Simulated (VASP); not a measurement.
Here is the system:

```yaml
crystal:
  lattice:
    - [0.00000, 2.65459, 2.65459]
    - [2.65459, 0.00000, 2.65459]
    - [2.65459, 2.65459, 0.00000]
  atoms:
    - { symbol: Li, position: [0.00000, 0.00000, 0.00000] }
    - { symbol: Br, position: [0.50000, 0.50000, 0.50000] }
```

These are LDA (Ceperley-Alder, Perdew-Zunger), VASP's LDA PAW potentials (set 64) (plane waves; VASP) values and carry that method's errors. Numerical set-up: 520 eV cut-off, 11×11×11 Γ-centred mesh, Gaussian smearing of 0.010 eV, potentials Li_sv Br.

Question: What does the run give for the energy per atom (σ→0)?

Answer: 
- energy per atom (σ→0) = -3.687 eV/atom

The absolute energy has meaning only against runs of the same code, potentials and settings.

The compound is LiBr in the rock salt structure. It was relaxed first, which changed the volume by -10 %.
